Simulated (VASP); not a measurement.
Given:

```yaml
crystal:
  lattice:
    - [3.91643, 0.00000, 0.00000]
    - [0.00000, 3.91643, 0.00000]
    - [0.00000, 0.00000, 3.91643]
  atoms:
    - { symbol: Tl, position: [0.00000, 0.00000, 0.00000] }
    - { symbol: Cl, position: [0.50000, 0.50000, 0.50000] }
```

Level of theory: PBE GGA with D3 dispersion (Becke-Johnson damping), VASP's PBE PAW potentials (set 64) (plane waves; VASP). Settings: 520 eV cut-off, 6×6×6 Γ-centred mesh, Gaussian smearing of 0.050 eV, potentials Tl_d Cl.

Unless said otherwise, spin-orbit coupling is left out, though it shifts the bands of the heavy elements here.

Problem. Predict the energy per atom (σ→0), band gap (on the k-mesh) with the smallest direct gap where there is one.

Solution. 
```json
{
  "band gap (on the k-mesh)": "2.23 eV",
  "smallest direct gap (on the k-mesh)": "2.23 eV",
  "energy per atom (σ→0)": "-3.275 eV/atom"
}
```

The compound is TlCl in the CsCl type structure. It was relaxed first, which changed the volume by +6 %. The start is the result of an earlier pass.
